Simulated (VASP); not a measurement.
Given:

```xyz
1
Lattice="-1.4155 1.4155 1.4155 1.4155 -1.4155 1.4155 1.4155 1.4155 -1.4155" Properties=species:S:1:pos:R:3 pbc="T T T"
Fe     0.0000     0.0000     0.0000
```
Starting moments (μB, in the order of the record's atoms Fe): 2.2.

The numbers are results of PBE GGA, VASP's PBE PAW potentials (set 64) (plane waves; VASP 6.6.1), not measurements. Run with 480 eV cut-off, 16×16×16 Γ-centred mesh, first-order Methfessel-Paxton smearing of 0.10 eV, potentials Fe.

Energy and stress use the plane-wave basis of the starting cell.

Problem. The ions, cell shape and volume at an external pressure of 10.0 GPa are relaxed. Give the cell that the relaxation ends in.

Solution. 
```xyz
1
Lattice="-1.3928 1.3928 1.3928 1.3928 -1.3928 1.3928 1.3928 1.3928 -1.3928" Properties=species:S:1:pos:R:3 pbc="T T T"
Fe     0.0000     0.0000     0.0000
```
Space group Im-3m (229), at a tolerance of 0.03 Å. The cell ends with 2.09 μB, on the sites 2.08 μB.

Problem. How do energy and volume change from the first to the last step?

Solution. The energy (σ→0) changes by +16.1 meV/atom and the volume by -4.7 %, in 3 ionic steps.

```
step  E(σ→0) (eV)  max force (eV/Å)  pressure (GPa)  volume (Å³)
----  -----------  ----------------  --------------  -----------
1         -8.2402             0.000            0.37        11.35
2         -8.1676             0.000           23.95        10.26
3         -8.2241             0.000            9.95        10.81
```

The compound is Fe in the bcc structure. This run relaxes it under an external pressure of 10 GPa. Symmetry was kept, so distortions that lower it aren't found.
